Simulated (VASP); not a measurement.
Data:

```
CELL_PARAMETERS angstrom
     -1.65000     1.65000     1.65000
      1.65000    -1.65000     1.65000
      1.65000     1.65000    -1.65000
ATOMIC_POSITIONS crystal
  Ta 0.00000 0.00000 0.00000
```

Calculation: PBE GGA with D3 dispersion (zero damping), VASP's PBE PAW potentials (set 64) (plane waves; VASP 6.6.1). Run with 520 eV cut-off, 14×14×14 Γ-centred mesh, first-order Methfessel-Paxton smearing of 0.10 eV, potentials Ta_pv.

### Question
The ions, cell shape and volume are relaxed. What does this cell relax into?

### Answer

```
CELL_PARAMETERS angstrom
     -1.64257     1.64257     1.64257
      1.64257    -1.64257     1.64257
      1.64257     1.64257    -1.64257
ATOMIC_POSITIONS crystal
  Ta 0.00000 0.00000 0.00000
```
Space group Im-3m (229), at a tolerance of 0.03 Å.

### Question
How do energy and volume change from the first to the last step?

### Answer
The energy (σ→0) changes by -2.3 meV/atom and the volume by -1.3 %, in 3 ionic steps.

The compound is Ta in the bcc structure. This run relaxes it. Symmetry was kept, so distortions that lower it aren't found.
